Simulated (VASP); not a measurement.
Computed with PBE GGA, VASP's PBE PAW potentials (set 64) (plane waves; VASP).

VASP input:

### INCAR
```
SYSTEM = Ho
PREC = Accurate; ENCUT = 400; LREAL = .False.
LASPH = .True.
EDIFF = 1E-6; NELM = 100; ALGO = Normal
LMAXMIX = 6
ISMEAR = -1; SIGMA = 0.01
GGA = PE
ISIF = 2
LWAVE = .False.; LCHARG = .False.
```

### POSCAR
```
Ho
1
    1.7920320000    -3.0155200000     0.0000000000
    1.7920320000     3.0155200000     0.0000000000
    0.0000000000     0.0000000000     5.7339500000
Ho
2
Direct
  0.3333330000   0.6666670000   0.2500000000
  0.6828340000   0.3495000000   0.7500000000
```

**KPOINTS**
```
Automatic mesh
0
Gamma
11 11 6
0 0 0
```

POTCAR, in this order: Ho_3 (PBE.64 set). Program: vasp_std.

The 4f electrons are frozen in the core of the lanthanide potential, so 4f levels, which can set the real gap, and their magnetism are missing.

Predict the energy per atom (σ→0), largest force, band gap (on the k-mesh).

The energy per atom (σ→0) is -4.504 eV/atom and the band gap (on the k-mesh) is none (metal, semimetal or under 0.01 eV). The largest force is 0.085 eV/Å.

OSZICAR:
```
...
DAV:   5    -0.899767936774E+01   -0.44695E-02   -0.44489E-02 10680   0.176E+00    0.240E+01
DAV:   6    -0.899932352145E+01   -0.16442E-02   -0.25226E-02 10615   0.207E+00    0.143E+01
DAV:   7    -0.900830507801E+01   -0.89816E-02   -0.45523E-02 10035   0.288E+00    0.300E-01
DAV:   8    -0.900803073134E+01    0.27435E-03   -0.27664E-03  9393   0.567E-01    0.614E-02
DAV:   9    -0.900804620573E+01   -0.15474E-04   -0.21490E-04 10716   0.172E-01    0.313E-02
DAV:  10    -0.900804023848E+01    0.59672E-05   -0.23025E-05 10689   0.517E-02    0.363E-02
DAV:  11    -0.900804092332E+01   -0.68484E-06   -0.12189E-06  5863   0.130E-02
   1 F= -.90080409E+01 E0= -.90073787E+01  d E =-.132435E-02
```

The compound is Ho in the hcp structure. The cell was not relaxed at this level, atoms are displaced from their ideal sites. The run is one of a series of settings (ISMEAR = -1, SIGMA = 0.01 against the base run), some of them coarse on purpose.
